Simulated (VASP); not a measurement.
Computed with PBE GGA, VASP's PBE PAW potentials (set 64) (plane waves; VASP).

VASP ran on this input.

**KPOINTS**
```
Automatic mesh
0
Gamma
5 5 1
0 0 0
```

### INCAR
```
SYSTEM  =  PtSe
PREC  =  Accurate; ENCUT  =  300; LREAL  =  .False.
LASPH  =  .True.
EDIFF  =  1E-6; NELM  =  100; ALGO  =  Normal
LMAXMIX  =  6
ISMEAR  =  0; SIGMA  =  0.136
GGA  =  PE
ISIF  =  2
LWAVE  =  .False.; LCHARG  =  .False.
```

File POSCAR:
```
PtSe
1
    4.3976400000     0.0000000000     0.0000000000
   -2.1988200000     3.8084680000     0.0000000000
    0.0000000000     0.0000000000    14.0000000000
Pt Se
1 1
Direct
  0.6666670000   0.3333330000   0.5000000000
  0.3333330000   0.6666670000   0.5000000000
```

POTCAR, in this order: Pt Se (PBE.64 set). Program: vasp_std.

Output of the run:

**OSZICAR**
```
       N       E                     dE             d eps       ncg     rms          rms(c)
DAV:   1     0.925210013477E+02    0.92521E+02   -0.36359E+03   120   0.606E+02
DAV:   2    -0.913014812872E+00   -0.93434E+02   -0.88879E+02   232   0.136E+02
DAV:   3    -0.851075240080E+01   -0.75977E+01   -0.74385E+01   144   0.521E+01
DAV:   4    -0.864881902747E+01   -0.13807E+00   -0.13684E+00   144   0.773E+00
DAV:   5    -0.865161496915E+01   -0.27959E-02   -0.27940E-02   140   0.105E+00    0.652E+00
DAV:   6    -0.849231030452E+01    0.15930E+00   -0.16019E+00   136   0.113E+01    0.468E+00
DAV:   7    -0.841722155564E+01    0.75089E-01   -0.31616E-01   124   0.621E+00    0.243E+00
DAV:   8    -0.839794308837E+01    0.19278E-01   -0.85199E-02   128   0.282E+00    0.386E-01
DAV:   9    -0.839781874749E+01    0.12434E-03   -0.49639E-03   120   0.498E-01    0.142E-01
DAV:  10    -0.839742806986E+01    0.39068E-03   -0.11542E-03   136   0.325E-01    0.369E-02
DAV:  11    -0.839744121169E+01   -0.13142E-04   -0.71949E-05   140   0.604E-02    0.803E-03
DAV:  12    -0.839744414560E+01   -0.29339E-05   -0.28820E-06   132   0.123E-02    0.332E-03
DAV:  13    -0.839744429784E+01   -0.15224E-06   -0.57832E-07   104   0.686E-03
   1 F= -.83974443E+01 E0= -.83655072E+01  d E =-.638743E-01
```

File OUTCAR:
```
------------------------ aborting loop because EDIFF is reached ----------------------------------------
  FORCE on cell =-STRESS in cart. coord.  units (eV):
  Direction    XX          YY          ZZ          XY          YZ          ZX
  --------------------------------------------------------------------------------------
  Total       -5.3687132     -5.3687133     -0.0643506      0.0000000     -0.0000000     -0.0000000
  in kB      -36.6845135    -36.6845144     -0.4397086      0.0000000     -0.0000000     -0.0000000
  external PRESSURE =     -24.6029122 kB  Pullay stress =       0.0000000 kB
  volume of cell :      234.48
      direct lattice vectors                 reciprocal lattice vectors
     4.397640000  0.000000000  0.000000000     0.227394694  0.131286386  0.000000000
    -2.198820000  3.808468000  0.000000000     0.000000000  0.262572772  0.000000000
     0.000000000  0.000000000 14.000000000     0.000000000  0.000000000  0.071428571
 POSITION                                       TOTAL-FORCE (eV/Angst)
 -----------------------------------------------------------------------------------
      2.19882      1.26949      7.00000         0.000000      0.000000      0.000000
     -0.00000      2.53898      7.00000         0.000000     -0.000000      0.000000
 -----------------------------------------------------------------------------------
    total drift:                               -0.000132      0.000076      0.000000
  FREE ENERGIE OF THE ION-ELECTRON SYSTEM (eV)
  ---------------------------------------------------
  free  energy   TOTEN  =        -8.3974442978 eV

  energy  without entropy=       -8.3335700037  energy(sigma->0) =       -8.36550715
```
(Selected blocks of OUTCAR.)

At this cut-off the stress carries a Pulay error, which pulls relaxed volumes low. The cell holds a wide vacuum, so values per volume refer to the whole cell.

The cell is a sheet with vacuum, built from a generated structure.
